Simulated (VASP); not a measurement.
Input:

```yaml
crystal:
  lattice:
    - [1.56466, -2.71007, 0.00000]
    - [1.56466, 2.71007, 0.00000]
    - [0.00000, 0.00000, 5.05615]
  atoms:
    - { symbol: Zr, position: [0.00000, 0.00000, 0.00000] }
    - { symbol: S, position: [0.33333, 0.66667, 0.31668] }
    - { symbol: S, position: [0.66667, 0.33333, 0.68332] }
```

The numbers are results of PBEsol GGA, VASP's PBE PAW potentials (set 64) (plane waves; VASP), not measurements. Numerical set-up: 500 eV cut-off, 11×11×6 Γ-centred mesh, first-order Methfessel-Paxton smearing of 0.10 eV, potentials Zr_sv S.

Without a dispersion term in the relaxation, distances and binding between the weakly bound layers, chains or molecules are unreliable, and so is what depends on them.

Predict the energy per atom (σ→0), pressure, band gap (on the k-mesh) with the smallest direct gap where there is one.

```yaml
band gap (on the k-mesh): none (metal, semimetal or under 0.01 eV)
energy per atom (σ→0): -6.769 eV/atom
pressure: 44.99 GPa
```

Only differences to runs with the same potentials and settings are physical.

The compound is ZrS2 in the 1T layered structure. It was relaxed first under an external pressure of 45 GPa.
